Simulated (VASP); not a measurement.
Input of a VASP 6.6.1 run:

The input INCAR:

```
SYSTEM = K2SnSe2
PREC = Accurate
ENCUT = 520
EDIFF = 1E-7
ISMEAR = -1
SIGMA = 0.05
LREAL = .FALSE.
LASPH = .TRUE.
NELM = 80
ALGO = Normal
ISIF = 2
LWAVE = .FALSE.
LCHARG = .FALSE.
GGA = PE
NBANDS = 30
```

KPOINTS

```
regular mesh
0
G
  6 6 6
  0 0 0
```

File POSCAR:

```
K2SnSe2
1.0
    0.0000000000      3.2185627200      6.9874787700
    3.1859403800      0.0000000000      6.9874787700
    3.1859403800      3.2185627200      0.0000000000
K Sn Se
2 1 2
Direct
    0.7500000000      0.7500000000      0.7500000000
    0.2500000000      0.2500000000      0.2500000000
    0.0000000000      0.0000000000      0.0000000000
    0.3632000100      0.3632000100      0.6367999900
    0.6367999900      0.6367999900      0.3632000100
```

Potentials or basis: VASP PAW PBE potentials, release 64 (K_sv, Sn_d, Se).

Command:

```sh
$ cat potpaw_PBE.64/K_sv/POTCAR potpaw_PBE.64/Sn_d/POTCAR potpaw_PBE.64/Se/POTCAR > POTCAR
$ mpirun -np 1 vasp_std > vasp.out
```

Q: Estimate the pressure.

A: 8.9 GPa.

Q: Estimate the largest force.

A: 3.594 eV/Å.

Q: Predict the band gap on the k mesh.

A: 0.10 eV, direct.

Stress tensor (GPa, compression positive):
```
8.55 0.00 0.00
0.00 8.87 0.00
0.00 0.00 9.36
```

Caveat: spin-orbit coupling is left out, which moves the levels of the heavy elements; forces of over 1 eV/Å show positions far from the minimum, so gaps and moduli don't describe the material at rest. A k mesh can miss the band edges.
